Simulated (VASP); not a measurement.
Input:

```
CELL_PARAMETERS angstrom
      2.06401    -3.57496     0.00000
      2.06401     3.57496     0.00000
      0.00000     0.00000     6.99994
ATOMIC_POSITIONS crystal
  Mg 0.00000 0.00000 0.00000
  I  0.33333 0.66667 0.23826
  I  0.66667 0.33333 0.76174
```

Level of theory: PBEsol GGA, VASP's PBE PAW potentials (set 64) (plane waves; VASP). Run with 500 eV cut-off, 6×6×3 Γ-centred mesh, Gaussian smearing of 0.050 eV, potentials Mg I.

Energy and stress use the plane-wave basis of the starting cell. Without a dispersion term in the relaxation, distances and binding between the weakly bound layers, chains or molecules are unreliable, and so is what depends on them.

**Question.** The ions, cell shape and volume at an external pressure of 5.0 GPa are relaxed. Which structure does the run end with?

**Answer.** 
```
CELL_PARAMETERS angstrom
      1.97491    -3.42064     0.00000
      1.97491     3.42064     0.00000
      0.00000     0.00000     6.30890
ATOMIC_POSITIONS crystal
  Mg 0.00000 0.00000 0.00000
  I  0.33333 0.66667 0.26425
  I  0.66667 0.33333 0.73575
```
Space group P-3m1 (164), at a tolerance of 0.03 Å.

**Question.** How do energy and volume change from the first to the last step?

**Answer.** The energy (σ→0) changes by +70.3 meV/atom and the volume by -17.5 %, in 13 ionic steps.

The compound is MgI2 in the 1T layered structure. This run relaxes it under an external pressure of 5 GPa. Symmetry was kept, so distortions that lower it aren't found.
